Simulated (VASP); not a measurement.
## Be3CdO4: relaxation of cell and atoms with PBE

The system is Be3CdO4.

```xyz
8
Lattice="3.0720 0.0000 0.0000 0.0000 4.3611 0.0000 0.0000 0.0000 6.1682" Properties=species:S:1:pos:R:3 pbc="T T T"
Be    1.5360    0.0000    1.5538
Be    0.0000    2.1806    3.0841
Be    1.5360    0.0000    4.6144
Cd    0.0000    2.1806    0.0000
O     0.0000    0.0000    3.0841
O     1.5360    2.1806    4.5664
O     0.0000    0.0000    0.0000
O     1.5360    2.1806    1.6018
```

The cell was built by a generator and needn't be a form met in nature.

* Program: VASP 6.6.1
* Task: relaxation of cell and atoms
* Functional: PBE
* Potentials or basis: VASP PAW PBE potentials, release 64 (Be, Cd, O)
* Cutoff: 520 eV
* k mesh: 5 × 3 × 3
* Occupations: gaussian, width 0.15 eV
* Spin: no spin polarisation
* Further INCAR settings: PREC = Normal; ALGO = Fast; EDIFF = 0.0001; IBRION = 2; EDIFFG = -0.08; NSW = 24; ISIF = 3

| Property | Result |
| --- | --- |
| Relaxed volume | 8.43 Å³/atom |
| Relaxed cell | a = 2.693 Å, b = 4.300 Å, c = 5.820 Å, α = 90.00°, β = 90.00°, γ = 90.00° |
| Space group after relaxing (to 0.05 Å) | Pmmm (No. 47) |
| Energy gained by relaxing | 357.9 meV/atom |
| Ionic steps | 11 |
| Pressure after relaxing | 0.1 GPa |
| Largest force after relaxing | 0.043 eV/Å |
| Band gap on the k mesh | 1.94 eV, indirect (least direct gap 2.78 eV) |

Forces on the atoms (eV/Å):
```
Be   0.000  0.000  0.002
Be   0.000  0.000  0.000
Be   0.000  0.000 -0.002
Cd   0.000  0.000  0.000
O    0.000  0.000  0.000
O    0.000  0.000  0.043
O    0.000  0.000  0.000
O    0.000  0.000 -0.043
```

Stress tensor (GPa, compression positive):
```
-0.04  0.00  0.00
 0.00  0.27  0.00
 0.00  0.00  0.04
```

The path:
```tsv
step	energy change (eV)	largest force (eV/Å)	pressure (GPa)	volume (Å³)
1	0.0000	3.0412	-21.09	82.64
2	-2.0170	2.4081	-0.81	67.42
3	-1.9684	1.5864	20.43	62.27
4	-2.0646	2.0640	9.62	64.91
5	-2.4952	2.3511	7.28	64.84
6	-2.5321	1.2895	6.82	64.86
7	-2.8496	0.3089	-1.96	68.06
8	-2.8507	0.2436	-2.45	68.28
9	-2.8625	0.1293	0.94	67.26
10	-2.8633	0.1068	-0.07	67.46
11	-2.8636	0.0431	0.09	67.41
```

Final structure:
```
Be Cd O
1.0
     2.69331    0.00000    0.00000
     0.00000    4.30039    0.00000
     0.00000    0.00000    5.82009
Be Cd O
3 1 4
Direct
  0.50000 0.00000 0.28924
  0.00000 0.50000 0.50000
  0.50000 0.00000 0.71076
  0.00000 0.50000 0.00000
  0.00000 0.00000 0.50000
  0.50000 0.50000 0.69231
  0.00000 0.00000 0.00000
  0.50000 0.50000 0.30769
```

Levels at points of the mesh, in eV from the valence-band top:
```csv
k point,band 19,band 20,band 21,band 22,band 23,band 24
"(0.00, 0.00, 0.00)",-1.45,-0.97,-0.84,1.94,4.93,6.78
```

Run time: 24 s on 4 MPI ranks on AMD EPYC 9R45 (Zen 5), with other jobs on the host, peak memory 0.13 GiB a rank.

Caveat: the k mesh is coarse (spacing up to 0.48 Å⁻¹), so the values aren't converged; the volume moved by over 15 % at a fixed basis, so the end points are rough; an odd mesh through Γ misses points on the zone boundary, where band edges often lie; the relaxation stopped at a loose force limit of 0.08 eV/Å, so its end isn't a converged minimum.
